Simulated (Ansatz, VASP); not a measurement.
# HfTeS in two plane-wave programs

Wanted: the spread between two codes on one cell, functional and k mesh. The cell is taken from a series of runs on this material, whose earlier steps may have relaxed, scaled, displaced or heated it; both programs get it as it stands.

Main program and level: Ansatz 0.2.0; plane waves, with VASP 6.6.1 beside it; single point at LDA.

## (1) Starting point

The cell holds 3 atoms: 1 Hf, 1 S and 1 Te. Cell: a = 3.720 Å, b = 3.720 Å, c = 20.000 Å, α = 90.0°, β = 90.0°, γ = 120.0°. Vacuum lies along c.

## (2) Ansatz: single point, LDA

Ansatz runs on its default PAW (the set named soft_2) files.

With cell and atoms fixed, the geometry can't cause a difference; cores, projectors, grids and the points listed under the comparison can.

Contents of input.yaml:

```yaml
crystal:
  lattice:
    - [3.72, 0.0, 0.0]
    - [-1.86, 3.22161, 0.0]
    - [0.0, 0.0, 20.0]
  atoms:
    - { symbol: Hf, position: [0.0, 0.0, 0.5] }
    - { symbol: S, position: [0.333333, 0.666667, 0.575] }
    - { symbol: Te, position: [0.666667, 0.333333, 0.42] }
  periodic: [true, true, false]
kpoints:
  mp_grid: { grid: [6, 6, 1] }
hamiltonian:
  xc: lda
scf:
  occupations: { method: gaussian, width: 0.1 }
output:
  forces: true
  stress: true
  eigenvalues: true
```

Run with:

```
$ ansatz run input.yaml --threads 8 --pin off --max-ram 14336MiB --backend cpu --events-out ev --progress --plain --runs-dir out
```

Numbers of over 12 decimals in the logs are rounded to 6 here.

The log of the run:

```text
Warning: crystal.periodic: the lattice vector that does not repeat stood 0.000° off the slab's normal, 20.000 Å along it as the deck builds it. The run solves the slab on a vector along the normal, 30.000 Å long, with every atom where it was (on the deck's vector they left 16.90 Å outside them, and the widest stretch free of ions among them is 1.60 Å). A fractional position that the run reports is one of the run's ce [...]
Warning: the atoms were moved onto the symmetric positions of the space group found under crystal.symmetry.tolerance 1.0e-5 (fractional; no operation is sought that the atoms, as they stand in a round, miss by more than twice it, and no atom is moved by as much as it), and the run uses the moved positions. Before a round's move an operation carried an atom to 3.72e-6 Å from where it should land, the largest such dist [...]
crystal.periodic: the lattice vector that does not repeat stood 0.000° off the slab's normal, 20.000 Å along it as the deck builds it. The run solves the slab on a vector along the normal, 30.000 Å long, with every atom where it was (on the deck's vector they left 16.90 Å outside them, and the widest stretch free of ions among them is 1.60 Å). A fractional position that the run reports is one of the run's cell, which [...]
Engine: ansatz 0.2.0, aarch64-unknown-linux-gnu
Pseudopotentials: kind: paw
Pseudopotential: Hf, paw, valence charge 26, recommended cutoff 420 eV (normal), Hf.paw.azcp
Pseudopotential: S, paw, valence charge 6, recommended cutoff 420 eV (normal), S.paw.azcp
Pseudopotential: Te, paw, valence charge 16, recommended cutoff 420 eV (normal), Te.paw.azcp
Functional definition: SPW92
  exchange = slater_x
  correlation = pw_c
Crystal: 3 atoms, lattice volume = 359.532 Å³
Basis set: ecut = 420 eV, 7085 PW (Γ)
Bands: 29, of which v1, the nominal top of the filled ones, is band 24 counted from 1 (23 counted from 0)
Symmetry: 6 space group operations
Space group: P3m1 (ITA 156), of the structure as read, at distance tolerance 7.1e-5 Å
k-points: 7 of 36 (time reversal used)
Non-local potential: Hf, projectors of the file, l = 0: 3, l = 1: 2, l = 2: 2, l = 3: 3
Non-local potential: S, projectors of the file, l = 0: 2, l = 1: 2, l = 2: 2
Non-local potential: Te, projectors of the file, l = 0: 2, l = 1: 2, l = 2: 2, l = 3: 2
PAW form: soft (Blöchl's): semilocal exchange-correlation on the pseudo side does not see the compensation charge
PAW frozen core: Hf, regenerated for the run's functional, and the local potential with it (the file was generated under x = pbe(κ = 0.804, μ = 0.219515), c = pbe(β = 0.066725))
PAW frozen core: S, regenerated for the run's functional, and the local potential with it (the file was generated under x = pbe(κ = 0.804, μ = 0.219515), c = pbe(β = 0.066725))
PAW frozen core: Te, regenerated for the run's functional, and the local potential with it (the file was generated under x = pbe(κ = 0.804, μ = 0.219515), c = pbe(β = 0.066725))
PAW one-centre angular grid: Hf, 590 points (default); XC on 64 Gauss nodes
PAW one-centre angular grid: S, 110 points (default); XC on 64 Gauss nodes
PAW one-centre angular grid: Te, 590 points (default); XC on 64 Gauss nodes
Initial density: superposition of atomic densities (neutral atoms: chi_scale 0, normalization atom), corrected by the library's trained network
Initial wavefunctions: pseudopotential atomic-orbital guess
Functional: x = slater, c = lda
SCF iter   1: F=—  HF=-23176.456806 eV  |F-HF|=—  |Δ(HF+E_count)|=         —  Δρ=3.81e-3  dr2=3.14e-1  ethr=1.77e-3  ⟨swp⟩=13.0  Hψ=1357  notcnv=0
preconditioner: auto → LDOS  [metal: Δε(μ)=0.042 eV  Ē_g=11.570 eV  σ=0.100 eV  W_gap=0.23  n_scr=24 (ndim 8)  ℏωp=10.7 eV  f_vac=0.774  D(μ)=1.53/eV (n_scr^D=8)  β→1.0]
SCF iter   2: F=—  HF=-23176.427820 eV  |F-HF|=—  |Δ(HF+E_count)|=   2.90e-2  Δρ=1.16e-3  dr2=1.02e-2  ethr=6.54e-4  ⟨swp⟩=2.6  Hψ=310  notcnv=0  defer=5
SCF iter   3: F=—  HF=-23176.426315 eV  |F-HF|=—  |Δ(HF+E_count)|=   1.50e-3  Δρ=7.24e-4  dr2=5.68e-3  ethr=2.12e-5  ⟨swp⟩=3.0  Hψ=484  notcnv=0  defer=5
SCF iter   4: F=—  HF=-23176.425237 eV  |F-HF|=—  |Δ(HF+E_count)|=   1.08e-3  Δρ=2.86e-4  dr2=4.03e-4  ethr=1.18e-5  ⟨swp⟩=3.0  Hψ=425  notcnv=0  defer=5
SCF iter   5: F=—  HF=-23176.425033 eV  |F-HF|=—  |Δ(HF+E_count)|=   2.04e-4  Δρ=5.80e-5  dr2=1.32e-5  ethr=8.40e-7  ⟨swp⟩=3.0  Hψ=434  notcnv=0  defer=5
SCF iter   6: F=—  HF=-23176.425115 eV  |F-HF|=—  |Δ(HF+E_count)|=   8.20e-5  Δρ=2.47e-5  dr2=3.49e-6  ethr=2.75e-8  ⟨swp⟩=3.7  Hψ=522  notcnv=0  defer=5
SCF iter   7: F=—  HF=-23176.425118 eV  |F-HF|=—  |Δ(HF+E_count)|=   2.25e-6  Δρ=8.38e-6  dr2=2.44e-7  ethr=7.27e-9  ⟨swp⟩=3.1  Hψ=396  notcnv=0  defer=5
SCF iter   8: F=-23176.425118 eV  HF=-23176.425118 eV  |F-HF|=8.92e-8  |Δ(HF+E_count)|=   5.61e-7  Δρ=2.36e-6  dr2=2.04e-8  ethr=2.08e-10  ⟨swp⟩=16.9  Hψ=1229  notcnv=0
SCF 1 converged in 8 iterations: F = -23176.425118 eV  dr2 = 2.04e-8
  greatest PAW one-centre occupation: 0.999 electrons in one spin orbital (limit 2), on the Te atom at site 2 (counted from 0), in its partial waves of l = 2
SCF converged after 8 iterations
Free energy (F): -23176.425118 eV
Harris-Foulkes:  -23176.425118 eV  (|F-HF|=8.92e-8)
Internal energy: -23176.419279 eV  (E = F + TS)
E sigma→0 (E₀):  -23176.422199 eV
Entropy (-TS):   -0.005839 eV (-1.946 meV/atom)
Fermi energy:    -5.325084 eV
--- Per-component energies (eV) ---
  E_band       = -1192.987370
  E_kinetic    = 714.650272
  E_local      = -115265.381771  (includes V_loc(G=0)·N_el)
  E_nonlocal   = -1506.893818
  E_hartree    = 57148.999014
  E_xc         = -518.495288
  E_vxc        = -460.297181  (∫ρ·V_xc dr)
  E_paw        = -11764.734051  (= ΣΔE_a)
  E_vpaw       = 1026.923998  (= ΣTr[D̂ρ^β])
  E_aug_tail   = -0.000189  (compensation charges beyond the density's cutoff)
  E_ewald      = 48012.147452
  E_core_change = 3.289101  (= ΣΔE_core)
  E_smearing   = -0.005839  (= −TS)
  E_closure    = -0.000000  (closes the sum)
  Σ components = -23176.425118   (vs F -23176.425118, Δ=0.00e0)
--- Forces (eV/Å), atoms counted from 1 ---
  atom   1  Hf    -0.00000000     0.00000000     4.16862352
  atom   2  S     -0.00000000     0.00000000    -1.41355258
  atom   3  Te     0.00000000    -0.00000000    -2.75592780
  max |Σ_I F_I| component: 8.57e-4 eV/Å
--- 2D stress c σ (N/m, compression-positive) ---
        2.113870       0.000000       0.000000
        0.000000       2.113870       0.000000
        0.000000       0.000000       0.000000
  P = ½ c Tr σ = 2.1139 N/m
--- Band table (eV; the first three rows and the last of 7) ---
  k-point 0: bands = [... 20 lower, -8.2768, -6.9002, -5.3672, -5.3672, -4.4064, -4.4064, -3.9655, -1.3904, ... 1 higher]
  k-point 1: bands = [... 20 lower, -8.1476, -7.3278, -6.4124, -6.2089, -4.5668, -3.4965, -3.2787, -1.5359, ... 1 higher]
  k-point 2: bands = [... 20 lower, -8.6138, -8.0944, -6.8531, -6.7215, -5.1144, -2.7944, -2.6048, -1.0472, ... 1 higher]
  k-point 6: bands = [... 20 lower, -9.2669, -7.9394, -7.8833, -7.6985, -3.6744, -3.0062, -2.8219, -1.2241, ... 1 higher]
```

## (3) VASP: single point, LDA

The same cell, functional (in two slightly different forms), mesh and smearing now go to VASP, with its own data sets.

Lines of VASP's logs that name or quote its potential files are left out, and so is its time.

Contents of INCAR:

```
SYSTEM = HfTeS
PREC = Accurate
ENCUT = 400
EDIFF = 1E-06
NELM = 120
ISMEAR = 0
SIGMA = 0.1
LREAL = .FALSE.
ALGO = Normal
GGA = PW92
NBANDS = 17
LASPH = .TRUE.
LORBIT = 11
LWAVE = .FALSE.
LCHARG = .FALSE.
ISIF = 2
LDIPOL = .TRUE.
IDIPOL = 3
DIPOL = 0.5 0.5 0.498
LVHAR = .TRUE.
GGA_COMPAT = .FALSE.
EFERMI = MIDGAP
NELMDL = -8
```

Contents of POSCAR:

```
HfTeS
1.0
    3.7200000000      0.0000000000      0.0000000000
   -1.8600000000      3.2216100000      0.0000000000
    0.0000000000      0.0000000000     20.0000000000
Hf S Te
1 1 1
Direct
    0.0000000000      0.0000000000      0.5000000000
    0.3333333333      0.6666666667      0.5750000000
    0.6666666667      0.3333333333      0.4200000000
```

Contents of KPOINTS:

```
Automatic mesh
0
Gamma
6 6 1
0 0 0
```

The projector-augmented-wave data sets are Hf_pv, S and Te (LDA family, release 64).

Run with:

```
$ mpirun -np 1 vasp_std
```

The log of the run:

```text
[banner, memory and clock lines left out]
running    1 mpi-ranks, on    1 nodes
 distrk:  each k-point on    1 cores,    1 groups
 distr:  one band on    1 cores,    1 groups

 POSCAR found type information on POSCAR HfS Te
 POSCAR found :  3 types and       3 ions
|                                                                             |
|               ----> ADVICE to this user running VASP <----                  |
|                                                                             |
|     You enforced a specific xc type in the INCAR file but a different       |
|     [... a line on the potential file left out ...]
|     I HOPE YOU KNOW WHAT YOU ARE DOING!                                     |
|                                                                             |

 LDA part: xc-table for (Slater(with rela. corr.)+PW92), standard interpolation
 POSCAR, INCAR and KPOINTS ok, starting setup
 FFT: planning ... GRIDC
 FFT: planning ... GRID_SOFT
 FFT: planning ... GRID
 WAVECAR not read
 entering main loop
       N       E                     dE             d eps       ncg     rms          rms(c)
DAV:   1     0.907722240716E+02    0.90772E+02   -0.84148E+03   294   0.775E+02
DAV:   2    -0.142421262198E+02   -0.10501E+03   -0.10374E+03   319   0.165E+02
DAV:   3    -0.231870252493E+02   -0.89449E+01   -0.89125E+01   322   0.482E+01
DAV:   4    -0.233827671113E+02   -0.19574E+00   -0.19560E+00   380   0.803E+00
DAV:   5    -0.233838659472E+02   -0.10988E-02   -0.10985E-02   339   0.648E-01
DAV:   6    -0.233839136639E+02   -0.47717E-04   -0.47715E-04   380   0.105E-01
DAV:   7    -0.233839139919E+02   -0.32804E-06   -0.32810E-06   339   0.834E-03
DAV:   8    -0.233839140000E+02   -0.80777E-08   -0.80597E-08   268   0.128E-03    0.525E+01
DAV:   9    -0.221481391348E+02    0.12358E+01   -0.31339E+00   299   0.954E+00    0.373E+01
DAV:  10    -0.221179231115E+02    0.30216E-01   -0.19197E+00   286   0.770E+00    0.935E+00
DAV:  11    -0.220277190776E+02    0.90204E-01   -0.41648E-01   312   0.374E+00    0.153E+00
DAV:  12    -0.220259363653E+02    0.17827E-02   -0.62248E-02   310   0.139E+00    0.637E-01
DAV:  13    -0.220261898774E+02   -0.25351E-03   -0.39824E-03   339   0.361E-01    0.407E-01
DAV:  14    -0.220263078855E+02   -0.11801E-03   -0.21669E-04   336   0.823E-02    0.181E-01
[...]
DAV:  21    -0.220273676179E+02   -0.54696E-05   -0.12009E-06   276   0.413E-03    0.388E-03
DAV:  22    -0.220273847864E+02   -0.17168E-04   -0.13056E-06   227   0.401E-03    0.426E-03
DAV:  23    -0.220273878154E+02   -0.30290E-05   -0.89441E-07   253   0.251E-03    0.368E-03
DAV:  24    -0.220273927792E+02   -0.49638E-05   -0.12607E-07   235   0.132E-03    0.177E-03
DAV:  25    -0.220273984849E+02   -0.57057E-05   -0.20864E-07   242   0.143E-03    0.148E-03
DAV:  26    -0.220274012422E+02   -0.27573E-05   -0.86526E-08   243   0.831E-04    0.866E-04
DAV:  27    -0.220274023288E+02   -0.10866E-05   -0.22393E-08   236   0.401E-04    0.346E-04
DAV:  28    -0.220274030526E+02   -0.72384E-06   -0.27221E-08   217   0.380E-04
   1 F= -.22027403E+02 E0= -.22024649E+02  d E =-.550904E-02
```

OUTCAR, selected parts (step 3):

```text
ion  position               nearest neighbor table
   1  0.000  0.000  0.500-   2 2.62   2 2.62   2 2.62   3 2.68   3 2.68   3 2.68
   2  0.333  0.667  0.575-   1 2.62   1 2.62   1 2.62
   3  0.667  0.333  0.420-   1 2.68   1 2.68   1 2.68

  LATTYP: Found a hexagonal cell.
 ALAT       =     3.7200000000
 C/A-ratio  =     5.3763440860

 Subroutine GETGRP returns: Found  6 space group operations
 (whereof  6 operations were pure point group operations)

The static configuration has the point symmetry C_3v.

 Found      7 irreducible k-points:

   k-points           NKPTS =      7   k-points in BZ     NKDIM =      7   number of bands    NBANDS=     17

   dimension x,y,z NGX =    24 NGY =   24 NGZ =  140
   dimension x,y,z NGXF=    48 NGYF=   48 NGZF=  280

   ENCUT  =  400.0 eV  29.40 Ry    5.42 a.u.   6.07  6.07 32.61*2*pi/ulx,y,z

   NELECT =      22.0000    total number of electrons

 k-points in reciprocal lattice and weights: Automatic mesh
   0.00000000  0.00000000  0.00000000       0.028
   0.16666667  0.00000000  0.00000000       0.167
   0.33333333  0.00000000  0.00000000       0.167
   0.50000000  0.00000000  0.00000000       0.083
   0.16666667  0.16666667  0.00000000       0.167
   0.33333333  0.16666667  0.00000000       0.333
   0.33333333  0.33333333  0.00000000       0.056

 dipolmoment           0.000000      0.000000      0.067513 electrons x Angstroem

 average (electrostatic) potential at core
       1 -45.3515       2 -93.6251       3 -96.8603

 E-fermi :  -2.0604

 k-point     1 :       0.0000    0.0000    0.0000
  band No.  band energies     occupation
    ...
      7      -5.0040      2.00000
      8      -5.0040      2.00000
      9      -3.6423      2.00000
     10      -2.1082      1.50067
     11      -2.1082      1.50065
     12      -1.1467      0.00000
     13      -1.1467      0.00000
     14      -0.6994      0.00000
     15       1.8984      0.00000
     16       2.9038      0.00000
    ...

 k-point     2 :       0.1667    0.0000    0.0000
  band No.  band energies     occupation
    ...
      7      -5.6562      2.00000
      8      -4.8749      2.00000
      9      -4.0630      2.00000
     10      -3.1405      2.00000
     11      -2.9470      2.00000
     12      -1.3036      0.00000
     13      -0.2372      0.00000
     14      -0.0178      0.00000
     15       1.7403      0.00000
     16       2.6697      0.00000
    ...

 k-point     3 :       0.3333    0.0000    0.0000
  band No.  band energies     occupation
    ...
      7      -6.0110      2.00000
      8      -5.3396      2.00000
      9      -4.8205      2.00000
     10      -3.5762      2.00000
     11      -3.4552      2.00000
     12      -1.8478      0.00264
     13       0.4642      0.00000
     14       0.6568      0.00000
     15       2.2158      0.00000
     16       2.9242      0.00000
    ...

  Total        1.5739320      1.5739276      2.2401258      0.0000000      0.0000000      0.0000000
  in kB       10.5208457     10.5208163     14.9739745      0.0000000      0.0000000      0.0000000
  external PRESSURE =      12.0052122 kB  Pullay stress =       0.0000000 kB

  energy-cutoff  :      400.00
  volume of cell :      239.69
      direct lattice vectors                 reciprocal lattice vectors
     3.720000000  0.000000000  0.000000000     0.268817204  0.155201902  0.000000000
    -1.860000000  3.221610000  0.000000000     0.000000000  0.310403804  0.000000000
     0.000000000  0.000000000 20.000000000     0.000000000  0.000000000  0.050000000

 POSITION                                       TOTAL-FORCE (eV/Angst)
 -----------------------------------------------------------------------------------
      0.00000      0.00000     10.00000         0.000000     -0.000000      4.216962
     -0.00000      2.14774     11.50000         0.000000      0.000000     -1.447290
      1.86000      1.07387      8.40000        -0.000000      0.000000     -2.769673
 -----------------------------------------------------------------------------------
    total drift:                               -0.000000      0.000033     -0.000026

  FREE ENERGIE OF THE ION-ELECTRON SYSTEM (eV)
  ---------------------------------------------------
  free  energy   TOTEN  =       -22.0274030526 eV

  energy  without entropy=      -22.0218940136  energy(sigma->0) =      -22.02464853

 vacuum level on the upper side and lower side of the slab         3.783         2.763

 total charge
# of ion       s       p       d       tot
------------------------------------------
    1        0.321   6.527   1.581   8.429
    2        1.344   2.356   0.000   3.700
    3        1.376   2.196   0.049   3.621
--------------------------------------------------
tot          3.041  11.080   1.630  15.751

[... 3 further parts left out ...]
```

The run ends at a pressure of 1.20 GPa, with forces up to 4.2 eV/Å.

## (4) Comparison

Known differences besides the potentials themselves: Ansatz cuts the interaction across the vacuum, VASP repeats the sheet with a dipole correction; the data sets hold 48 valence electrons in Ansatz (on its default PAW (the set named soft_2) files) and 22 in VASP; the cutoff is 420 eV in Ansatz and 400 eV in VASP; VASP's log shows a relativistic correction to its local exchange, Ansatz's none. Total energies have different zeros and are not compared.

Forces (eV/Å; atoms numbered as in POSCAR):

| atom | Ansatz x, y, z | VASP x, y, z |
| --- | --- | --- |
| Hf1 | 0.000, 0.000, 4.169 | 0.000, 0.000, 4.217 |
| S2 | 0.000, 0.000, -1.414 | 0.000, 0.000, -1.447 |
| Te3 | 0.000, 0.000, -2.756 | 0.000, 0.000, -2.770 |

The forces differ by 20 meV/Å r.m.s., which is 1.2 % of the r.m.s. force of 1.750 eV/Å (both taken over all components). With vacuum in the cell, a pressure given here is an average over mostly empty space and none of the material.

## (5) Outcome

```
r.m.s. force difference (single point, LDA) : 1.2 % of the r.m.s. force
```

The r.m.s. force difference is 1.2 % of the r.m.s. force (single point, LDA), within the 3 % picked in this series as the mark of a large difference. The data sets hold unlike numbers of valence electrons (48 in Ansatz and 22 in VASP), so part of the differences comes from the potentials. How closely two codes agree says nothing of how well the functional describes the real material.

[Lines on the potential files, build, host, timing and source positions are cut from VASP's logs without a mark.]

[Logs are printed without paths, hosts, clocks, repeated set-up lines and the standing remarks that a program may print on its own settings, such as how far it seeks lower states.]

[Hosts, paths, dates, database ids (printed as entryN), source tags and the programs' standing remarks are cut or masked in the printed files.]
